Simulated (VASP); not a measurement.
All values below come from PBE GGA, VASP's PBE PAW potentials (set 64) (plane waves; VASP).

The input files of a VASP run:

INCAR:
```
! general
SYSTEM  = GaN
PREC    = Accurate
ENCUT   = 520   ! plane-wave cut-off (eV)
LREAL   = .FALSE.   ! projection in real space or not
LASPH   = .TRUE.   ! aspherical one-centre terms

! electronic loop
EDIFF   = 1E-6
NELM    = 100
ALGO    = Normal   ! blocked Davidson
LMAXMIX = 4

! smearing
ISMEAR  = 0   ! Gaussian
SIGMA   = 0.05   ! width (eV)

! functional
GGA     = PE   ! PBE

! ions
IBRION  = 2   ! conjugate gradients
NSW     = 60   ! most ionic steps
ISIF    = 3
EDIFFG  = -0.01

! output
LWAVE   = .FALSE.
LCHARG  = .FALSE.
```

**POSCAR**
```
GaN
1.0
  1.6095892537  -2.7878903276   0.0000000000
  1.6095892537   2.7878903276   0.0000000000
  0.0000000000   0.0000000000   5.2415015396
Ga N
2 2
Cartesian
  1.6095892537  -0.9292986345   2.6210024111
  1.6095892537   0.9292986345   0.0002516413
  1.6095892537  -0.9292986345   4.5965452089
  1.6095892537   0.9292986345   1.9757944391
```

### KPOINTS
```
Automatic mesh
0
Gamma
9 9 5
0 0 0
```

POTCAR, in this order: Ga_d N (PBE.64 set). Program: vasp_std.

The run wrote:

**OSZICAR**
```
       N       E                     dE             d eps       ncg     rms          rms(c)
DAV:   1     0.279882628879E+03    0.27988E+03   -0.18541E+04  1630   0.304E+03
DAV:   2     0.737339127886E+01   -0.27251E+03   -0.26384E+03  1806   0.525E+02
DAV:   3    -0.269381428793E+02   -0.34312E+02   -0.33845E+02  1854   0.155E+02
DAV:   4    -0.282332467031E+02   -0.12951E+01   -0.12917E+01  2200   0.326E+01
DAV:   5    -0.282536720372E+02   -0.20425E-01   -0.20420E-01  1814   0.367E+00    0.108E+01
DAV:   6    -0.242304405512E+02    0.40232E+01   -0.15453E+01  2830   0.565E+01    0.313E+00
DAV:   7    -0.243494054509E+02   -0.11896E+00   -0.16674E+00  1746   0.110E+01    0.268E+00
DAV:   8    -0.243494608447E+02   -0.55394E-04   -0.28775E-01  2602   0.805E+00    0.879E-01
DAV:   9    -0.243266949838E+02    0.22766E-01   -0.11616E-01  2854   0.567E+00    0.351E-01
DAV:  10    -0.243276903044E+02   -0.99532E-03   -0.58877E-03  1792   0.827E-01    0.153E-01
DAV:  11    -0.243276255685E+02    0.64736E-04   -0.15549E-03  2416   0.719E-01    0.316E-02
DAV:  12    -0.243276405397E+02   -0.14971E-04   -0.19232E-04  1722   0.102E-01    0.156E-02
DAV:  13    -0.243276399088E+02    0.63090E-06   -0.37981E-05  2196   0.141E-01    0.935E-03
DAV:  14    -0.243276403731E+02   -0.46434E-06   -0.44456E-06  1924   0.369E-02
   1 F= -.24327640E+02 E0= -.24327640E+02  d E =-.243276E+02
```

### OUTCAR
```
------------------------ aborting loop because EDIFF is reached ----------------------------------------
  FORCE on cell =-STRESS in cart. coord.  units (eV):
  Direction    XX          YY          ZZ          XY          YZ          ZX
  --------------------------------------------------------------------------------------
  Total       -0.0045106     -0.0045106      0.0391797      0.0000000     -0.0000000      0.0000000
  in kB       -0.1536288     -0.1536288      1.3344293      0.0000000     -0.0000000      0.0000000
  external PRESSURE =       0.3423906 kB  Pullay stress =       0.0000000 kB
  volume of cell :       47.04
      direct lattice vectors                 reciprocal lattice vectors
     1.609589254 -2.787890328  0.000000000     0.310638257 -0.179347084  0.000000000
     1.609589254  2.787890328  0.000000000     0.310638257  0.179347084  0.000000000
     0.000000000  0.000000000  5.241501540     0.000000000  0.000000000  0.190785025
  FREE ENERGIE OF THE ION-ELECTRON SYSTEM (eV)
  ---------------------------------------------------
  free  energy   TOTEN  =       -24.3276403731 eV

  energy  without entropy=      -24.3276403731  energy(sigma->0) =      -24.32764037

 reached required accuracy - stopping structural energy minimisation
```
(Selected blocks of OUTCAR.)

The compound is GaN in the wurtzite structure. It was relaxed first. The start is the result of an earlier pass.
